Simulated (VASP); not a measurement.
Input:

```xyz
5
Lattice="5.7815 0.0000 0.0000 0.0000 5.7815 0.0000 0.0000 0.0000 5.7815" Properties=species:S:1:pos:R:3 pbc="T T T"
Cs     0.0000     0.0000     0.0000
Sn     2.8908     2.8908     2.8908
Br     2.8908     0.0000     2.8908
Br     0.0000     2.8908     2.8908
Br     2.8908     2.8908     0.0000
```

These are PBEsol GGA, VASP's PBE PAW potentials (set 64) (plane waves; VASP) values and carry that method's errors. Settings: 400 eV cut-off, Gaussian smearing of 0.050 eV, potentials Cs_sv Sn_d Br.

Unless said otherwise, spin-orbit coupling is left out, though it shifts the bands of the heavy elements here.

Give the energies of bands 13 to 25 at the high-symmetry points, in eV from the valence-band maximum.

| band | Γ | X | M | R |
|---|---|---|---|---|
| 13 | -6.42 | -7.62 | -8.44 | -9.13 |
| 14 | -5.57 | -5.48 | -5.32 | -4.05 |
| 15 | -5.57 | -5.48 | -4.29 | -4.05 |
| 16 | -5.57 | -3.97 | -3.57 | -4.05 |
| 17 | -3.25 | -3.43 | -3.57 | -3.53 |
| 18 | -3.25 | -3.43 | -3.54 | -3.53 |
| 19 | -3.25 | -3.40 | -3.53 | -2.71 |
| 20 | -3.10 | -3.23 | -3.53 | -2.71 |
| 21 | -3.10 | -3.23 | -2.73 | -2.71 |
| 22 | -3.10 | -2.12 | -1.04 | 0.00 |
| 23 | 1.94 | 1.33 | 0.84 | 0.27 |
| 24 | 2.97 | 3.44 | 0.84 | 0.27 |
| 25 | 2.97 | 4.04 | 3.81 | 0.27 |

The gap is direct, 0.27 eV, from the valence maximum at R to the conduction minimum at R.

The structure comes from a computed database's CsSnBr3 entry (Pm-3m); how it stands against other phases isn't given here. It was relaxed first.
